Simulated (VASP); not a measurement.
Al2InN3:

```
CELL_PARAMETERS angstrom
3.20319 0.00000 0.00000
-1.60159 2.77404 0.00000
0.00000 0.00000 8.17272
ATOMIC_POSITIONS crystal
Al 0.33333 0.66667 0.14812
Al 0.66667 0.33333 0.85188
In 0.00000 0.00000 0.50000
N 0.33333 0.66667 0.70563
N 0.00000 0.00000 0.00000
N 0.66667 0.33333 0.29437
```

The cell was built by a generator and needn't be a form met in nature.

| Property | Result |
| --- | --- |
| Program | VASP 6.6.1 |
| Task | relaxation of cell and atoms |
| Functional | PBE |
| Potentials or basis | VASP PAW PBE potentials, release 64 (Al, In_d, N) |
| Cutoff | 520 eV |
| k mesh | 5 × 5 × 2 |
| Occupations | gaussian, width 0.15 eV |
| Spin | no spin polarisation |

At the start: pressure -27.0 GPa; volume 12.10 Å³/atom.

Problem. How do energy, volume and symmetry change on relaxing?

Solution. Over 5 steps the energy falls by 244.0 meV/atom and the volume is 9.92 Å³/atom (-18.1 %); space group P-3m1 (No. 164, to 0.05 Å).

The path:
```tsv
step	energy change (eV)	largest force (eV/Å)	pressure (GPa)	volume (Å³)
1	0.0000	1.1299	-26.99	72.62
2	-0.8430	1.1611	31.76	53.21
3	-1.4083	0.7994	0.41	59.58
4	-1.4557	0.3048	0.19	59.54
5	-1.4640	0.0628	0.37	59.50
```

Final structure:
```
Al In N
1.0
     3.02699    0.00000    0.00000
    -1.51349    2.62145    0.00000
     0.00000    0.00000    7.49892
Al In N
2 1 3
Direct
  0.33333 0.66667 0.15517
  0.66667 0.33333 0.84483
  0.00000 0.00000 0.50000
  0.33333 0.66667 0.69713
  0.00000 0.00000 0.00000
  0.66667 0.33333 0.30287
```

Caveat: the k mesh is coarse (spacing up to 0.45 Å⁻¹), so the values aren't converged; the volume moved by over 15 % at a fixed basis, so the end points are rough.
